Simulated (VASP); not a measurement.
Here is the system:

```xyz
8
Lattice="6.1690 0.0000 0.0000 0.0000 6.1690 0.0000 0.0000 0.0000 6.1298" Properties=species:S:1:pos:R:3 pbc="T T T"
Cd     0.0000     0.0000     5.9493
Cd     3.0845     3.0845     5.9493
Cd     3.0845     0.0000     3.2454
Cd     0.0000     3.0845     3.2454
Te     1.5422     1.5422     1.5325
Te     4.6267     4.6267     1.5325
S      4.6267     1.5422     4.5974
S      1.5422     4.6267     4.5974
```

Computed with PBEsol GGA, VASP's PBE PAW potentials (set 64) (plane waves; VASP). Settings: 400 eV cut-off, 4×4×4 Γ-centred mesh, tetrahedra with Blöchl corrections, potentials Cd Te S.

The cores are frozen, which limits the accuracy of field gradients.

Question: Give the principal components of the electric field gradient (V/Å²) and the asymmetry η at each nucleus.

Answer: 
```json
[
 {"atom": "Cd1", "Vxx": "5.7", "Vyy": "1.6", "Vzz": "-7.2", "η": "0.56"},
 {"atom": "Cd2", "Vxx": "5.7", "Vyy": "1.6", "Vzz": "-7.2", "η": "0.56"},
 {"atom": "Cd3", "Vxx": "5.7", "Vyy": "1.6", "Vzz": "-7.2", "η": "0.56"},
 {"atom": "Cd4", "Vxx": "5.7", "Vyy": "1.6", "Vzz": "-7.2", "η": "0.56"},
 {"atom": "Te5", "Vxx": "-50.7", "Vyy": "-50.7", "Vzz": "101.4", "η": "0.00"},
 {"atom": "Te6", "Vxx": "-50.7", "Vyy": "-50.7", "Vzz": "101.4", "η": "0.00"},
 {"atom": "S7", "Vxx": "17.2", "Vyy": "17.2", "Vzz": "-34.4", "η": "0.00"},
 {"atom": "S8", "Vxx": "17.2", "Vyy": "17.2", "Vzz": "-34.4", "η": "0.00"}
]
```

The structure was generated: Cd4S2Te2 was put into an ordered model structure (P-4m2), which need not be its known phase. It was relaxed first.
